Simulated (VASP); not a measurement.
The input files of a VASP run:

KPOINTS:
```
Regular mesh
0
Gamma
 9 9 9
0 0 0
```

POSCAR:
```
Ni3Fe
1
    3.4702120751     0.0000000000     0.0000000000
    0.0000000000     3.4702120751     0.0000000000
    0.0000000000     0.0000000000     3.4702120751
Fe Ni
1 3
Direct
  0.0000000000   0.0000000000   0.0000000000
  0.0000000000   0.5000000000   0.5000000000
  0.5000000000   0.0000000000   0.5000000000
  0.5000000000   0.5000000000   0.0000000000
```

**INCAR**
```
# general
SYSTEM  = Ni3Fe
PREC    = Accurate
ENCUT   = 520   # plane-wave cut-off (eV)
LREAL   = .FALSE.   # projection in real space or not
LASPH   = .TRUE.   # aspherical one-centre terms

# electronic loop
EDIFF   = 1E-7   # SCF stop (eV)
NELM    = 100   # most electronic steps
ALGO    = Normal
LMAXMIX = 4   # l cut-off of mixed one-centre charges

# smearing
ISMEAR  = 1
SIGMA   = 0.1   # width (eV)

# functional
GGA     = PE   # PBE
IVDW    = 11   # D3, zero damping

# spin
ISPIN   = 2
MAGMOM  = 2.9 3*0.6

# ions
ISIF    = 2   # forces and stress, cell fixed

# output
LWAVE   = .FALSE.
LCHARG  = .FALSE.
LORBIT  = 10
```

POTCAR, in this order: Fe Ni (PBE.64 set). Program: vasp_std.

**Question.** Translate this PBE-D3 (zero damping) calculation to Quantum ESPRESSO's pw.x.

**Answer.** One equivalent input (not run):
```
&CONTROL
  calculation = 'scf'
  pseudo_dir = './pseudo'
  outdir = './out'
  tprnfor = .true.
  tstress = .true.
/
&SYSTEM
  ibrav = 0
  nat = 4
  ntyp = 2
  ecutwfc = 98
  occupations = 'smearing'
  smearing = 'methfessel-paxton'
  degauss = 0.00735
  input_dft = 'pbe'
  vdw_corr = 'grimme-d3'
  dftd3_version = 3
  dftd3_threebody = .false.
  nspin = 2
  starting_magnetization(1) = 0.29
  starting_magnetization(2) = 0.06
/
&ELECTRONS
  conv_thr = 7.3e-09
  electron_maxstep = 100
/
ATOMIC_SPECIES
  Fe 55.845 Fe.upf
  Ni 58.693 Ni.upf
CELL_PARAMETERS angstrom
     3.4702121    0.0000000    0.0000000
     0.0000000    3.4702121    0.0000000
     0.0000000    0.0000000    3.4702121
ATOMIC_POSITIONS crystal
  Fe   0.0000000  0.0000000  0.0000000
  Ni   0.0000000  0.5000000  0.5000000
  Ni   0.5000000  0.0000000  0.5000000
  Ni   0.5000000  0.5000000  0.0000000
K_POINTS automatic
  9 9 9 0 0 0
```
Limits of the translation: the potentials are each code's own (VASP's PAW set, PseudoDojo norm-conserving files in pw.x), so ENCUT and ecutwfc are chosen apart and not converted; conv_thr bounds pw.x's estimated SCF error, while EDIFF bounds the energy change between steps; starting_magnetization is a fraction of the valence charge and MAGMOM a moment in μB, so they match only roughly.

The compound is Ni3Fe in the L1_2 structure. This cell is one point of a volume scan, at 0.97 of the reference volume.
